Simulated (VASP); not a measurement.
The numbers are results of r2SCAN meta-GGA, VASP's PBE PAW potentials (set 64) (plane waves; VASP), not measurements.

VASP input:

File KPOINTS:
```
K-points
0
Gamma
 8 8 8
```

INCAR:
```
# general
SYSTEM =LiCl
PREC   =Accurate
ENCUT  =520
LREAL  =.FALSE.
LASPH  =.TRUE.

# electronic loop
EDIFF  =1E-6
NELM   =100
ALGO   =Normal
LMIXTAU=.TRUE.

# smearing
ISMEAR =0
SIGMA  =0.05

# functional
METAGGA=R2SCAN

# ions
IBRION =2
NSW    =60
ISIF   =3
EDIFFG =-0.01

# output
LWAVE  =.FALSE.
LCHARG =.FALSE.
```

POSCAR:
```
LiCl
1
    0.0000000000     2.5458048417     2.5458048417
    2.5458048417    -0.0000000000     2.5458048417
    2.5458048417     2.5458048417     0.0000000000
Li Cl
1 1
Direct
  0.0000000000   0.0000000000   0.0000000000
  0.5000000000   0.5000000000   0.5000000000
```

POTCAR, in this order: Li_sv Cl (PBE.64 set). Program: vasp_std.

The run wrote:

### OSZICAR
```
       N       E                     dE             d eps       ncg     rms          rms(c)
DAV:   1     0.324190022819E+02    0.32419E+02   -0.42925E+03   522   0.103E+03
DAV:   2    -0.127375200874E+02   -0.45157E+02   -0.44313E+02   678   0.163E+02
DAV:   3    -0.145491991007E+02   -0.18117E+01   -0.18100E+01   672   0.385E+01
DAV:   4    -0.145751165628E+02   -0.25917E-01   -0.25896E-01   790   0.478E+00
DAV:   5    -0.145754178759E+02   -0.30131E-03   -0.30131E-03   679   0.438E-01    0.261E+00
DAV:   6    -0.124939976857E+02    0.20814E+01   -0.61667E-01   757   0.781E+00    0.284E+00
DAV:   7    -0.125456925101E+02   -0.51695E-01   -0.22835E-01   647   0.565E+00    0.365E-01
DAV:   8    -0.126433873561E+02   -0.97695E-01   -0.20048E-01   523   0.555E+00    0.899E-01
DAV:   9    -0.125414651115E+02    0.10192E+00   -0.48848E-02   595   0.308E+00    0.811E-01
DAV:  10    -0.125733169352E+02   -0.31852E-01   -0.18164E-02   665   0.186E+00    0.156E-01
DAV:  11    -0.125881426439E+02   -0.14826E-01   -0.77058E-03   522   0.135E+00    0.781E-02
DAV:  12    -0.125855199559E+02    0.26227E-02   -0.16574E-03   569   0.576E-01    0.123E-01
DAV:  13    -0.125884686597E+02   -0.29487E-02   -0.21848E-03   525   0.641E-01    0.995E-03
DAV:  14    -0.125885034332E+02   -0.34773E-04   -0.11201E-04   558   0.157E-01    0.163E-02
DAV:  15    -0.125885097985E+02   -0.63654E-05   -0.18869E-05   586   0.655E-02    0.904E-03
DAV:  16    -0.125884701459E+02    0.39653E-04   -0.13457E-05   540   0.584E-02    0.167E-03
DAV:  17    -0.125884937993E+02   -0.23653E-04   -0.27306E-06   579   0.261E-02    0.197E-03
DAV:  18    -0.125884972333E+02   -0.34341E-05   -0.12610E-07   387   0.572E-03    0.974E-04
DAV:  19    -0.125885034332E+02   -0.61998E-05   -0.91793E-08   272   0.450E-03    0.181E-04
DAV:  20    -0.125885023129E+02    0.11202E-05   -0.87041E-09   261   0.117E-03    0.132E-04
DAV:  21    -0.125885021064E+02    0.20649E-06   -0.18690E-09   261   0.596E-04
   1 F= -.12588502E+02 E0= -.12588502E+02  d E =-.125885E+02
```

### OUTCAR
```
------------------------ aborting loop because EDIFF is reached ----------------------------------------
  FORCE on cell =-STRESS in cart. coord.  units (eV):
  Direction    XX          YY          ZZ          XY          YZ          ZX
  --------------------------------------------------------------------------------------
  Total       -0.0017468     -0.0017468     -0.0017468      0.0000000      0.0000000     -0.0000000
  in kB       -0.0848083     -0.0848083     -0.0848083      0.0000000      0.0000000     -0.0000000
  external PRESSURE =      -0.0848083 kB  Pullay stress =       0.0000000 kB
  volume of cell :       33.00
      direct lattice vectors                 reciprocal lattice vectors
     0.000000000  2.545804842  2.545804842    -0.196401543  0.196401543  0.196401543
     2.545804842  0.000000000  2.545804842     0.196401543 -0.196401543  0.196401543
     2.545804842  2.545804842  0.000000000     0.196401543  0.196401543 -0.196401543
  FREE ENERGIE OF THE ION-ELECTRON SYSTEM (eV)
  ---------------------------------------------------
  free  energy   TOTEN  =       -12.5885021064 eV

  energy  without entropy=      -12.5885021064  energy(sigma->0) =      -12.58850211

 reached required accuracy - stopping structural energy minimisation
```
(Selected blocks of OUTCAR.)

The compound is LiCl in the rock salt structure. It was relaxed first. The start is the result of an earlier pass.
